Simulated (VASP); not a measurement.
Method: PBEsol GGA, VASP's PBE PAW potentials (set 64) (plane waves; VASP 6.6.1).

VASP ran on this input.

File KPOINTS:
```
Automatic mesh
0
Gamma
7 7 4
0 0 0
```

### INCAR
```
! general
SYSTEM   =  TaSi2
PREC     =  Accurate
ENCUT    =  400   ! plane-wave cut-off (eV)
LREAL    =  .FALSE.   ! projection in real space or not
LASPH    =  .TRUE.   ! aspherical one-centre terms

! electronic loop
EDIFF    =  1E-6   ! SCF stop (eV)
NELM     =  100   ! most electronic steps
ALGO     =  Normal   ! blocked Davidson
LMAXMIX  =  6   ! l cut-off of mixed one-centre charges

! smearing
ISMEAR   =  1   ! Methfessel-Paxton
SIGMA    =  0.1   ! width (eV)

! functional
GGA      =  PS

! ions
IBRION   =  2   ! conjugate gradients
NSW      =  60   ! most ionic steps
ISIF     =  3   ! ions, shape and volume
EDIFFG   =  -0.02   ! ionic stop

! output
LWAVE    =  .FALSE.
LCHARG   =  .FALSE.
```

File POSCAR:
```
TaSi2
1
    4.7581795569    -0.0000000000    -0.0000000000
   -2.3790897785     4.1207039481     0.0000000000
   -0.0000000000     0.0000000000     6.5687014521
Si Ta
6 3
Direct
  0.1592626232   0.3185252464   0.5000000000
  0.8407373768   0.1592626232   0.8333330000
  0.6814747536   0.8407373768   0.1666670000
  0.8407373768   0.6814747536   0.5000000000
  0.1592626232   0.8407373768   0.8333330000
  0.3185252464   0.1592626232   0.1666670000
  0.5000000000   0.0000000000   0.5000000000
  0.5000000000   0.5000000000   0.8333330000
  0.0000000000   0.5000000000   0.1666670000
```

POTCAR, in this order: Si Ta_pv (PBE.64 set). Program: vasp_std.

**Question.** What will the output report for the number of irreducible k-points (NKPTS), number of bands (NBANDS), largest plane-wave count, number of space-group operations, FFT grid (NGX, NGY, NGZ)?

**Answer.** 
* **number of irreducible k-points (NKPTS)**: 24
* **number of bands (NBANDS)**: 34
* **largest plane-wave count**: 2374
* **number of space-group operations**: 12
* **FFT grid (NGX, NGY, NGZ)**: 32 × 32 × 48

The structure comes from a measured TaSi2 entry (P6_222) of the Crystallography Open Database, whose conditions weren't checked. This run relaxes it. Symmetry was kept, so distortions that lower it aren't found. The start is the result of an earlier pass. The electron count is odd and the run is not spin-polarised, which forces a metal.
